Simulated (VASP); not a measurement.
Data:

```
CELL_PARAMETERS angstrom
      2.87137     0.00000     0.00000
      0.00000     2.87137     0.00000
      0.00000     0.00000     2.87137
ATOMIC_POSITIONS crystal
  Zn 0.50000 0.50000 0.50000
  Cu 0.00000 0.00000 0.00000
```

The numbers are results of MS2 meta-GGA, VASP's PBE PAW potentials (set 64) (plane waves; VASP 6.6.1), not measurements. Run with 520 eV cut-off, 13×13×13 Γ-centred mesh, first-order Methfessel-Paxton smearing of 0.10 eV, potentials Zn Cu.

**Question.** Give the stress tensor in GPa (positive for a compressed cell).

**Answer.** 
```
4.69  0.00  0.00
0.00  4.69  0.00
0.00  0.00  4.69
```
The pressure is its mean diagonal, 4.69 GPa.

The compound is CuZn in the CsCl type structure. This cell is one point of a volume scan, at 0.97 of the reference volume. The electron count is odd and the run is not spin-polarised, which forces a metal.
